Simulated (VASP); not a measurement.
Here is the system:

```yaml
crystal:
  lattice:
    - [0.00000, 2.94745, 2.91798]
    - [2.91798, 0.00000, 2.91798]
    - [2.91798, 2.94745, 0.00000]
  atoms:
    - { symbol: Pb, position: [0.00000, 0.00000, 0.00000] }
    - { symbol: F, position: [0.25000, 0.25000, 0.25000] }
    - { symbol: F, position: [0.75000, 0.75000, 0.75000] }
```

Level of theory: PBEsol GGA, VASP's PBE PAW potentials (set 64) (plane waves; VASP 6.6.1). Settings: 600 eV cut-off, 6×6×6 Γ-centred mesh, Gaussian smearing of 0.050 eV, potentials Pb_d F.

Task: Give the stress tensor in GPa (positive for a compressed cell).

Result: 
```
1.72  0.00  0.00
0.00  1.19  0.00
0.00  0.00  1.72
```
The pressure is its mean diagonal, 1.54 GPa.

The compound is PbF2 in the fluorite structure, the β form. This cell was strained or had an atom moved on purpose.
